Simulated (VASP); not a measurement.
Input:

```
CELL_PARAMETERS angstrom
      3.28239     0.00000     0.00000
      0.00000     3.28239     0.00000
      0.00000     0.00000     3.28239
ATOMIC_POSITIONS crystal
  In 0.50000 0.50000 0.50000
  Pd 0.00000 0.00000 0.00000
```

All values below come from rev-vdW-DF2, VASP's PBE PAW potentials (set 64) (plane waves; VASP). Settings: 520 eV cut-off, Gaussian smearing of 0.050 eV, potentials In_d Pd.

Problem. Give the energies of bands 6 to 14 at the high-symmetry points, in eV from the Fermi level.

Solution. 
| band | Γ | X | M | R |
|---|---|---|---|---|
| 6 | -10.01 | -6.58 | -6.15 | -4.82 |
| 7 | -3.79 | -5.95 | -3.48 | -4.82 |
| 8 | -3.79 | -3.77 | -2.68 | -4.82 |
| 9 | -2.28 | -3.25 | -2.68 | -1.68 |
| 10 | -2.28 | -3.25 | -2.27 | -1.68 |
| 11 | -2.28 | -2.35 | -2.27 | -0.27 |
| 12 | 4.16 | -1.15 | -1.72 | 3.81 |
| 13 | 4.16 | 9.40 | 1.33 | 3.81 |
| 14 | 4.16 | 9.40 | 2.39 | 3.81 |

It has no gap at this level: it comes out as a metal or semimetal.

The compound is PdIn in the CsCl type structure. It was relaxed first. The electron count is odd and the run is not spin-polarised, which forces a metal.
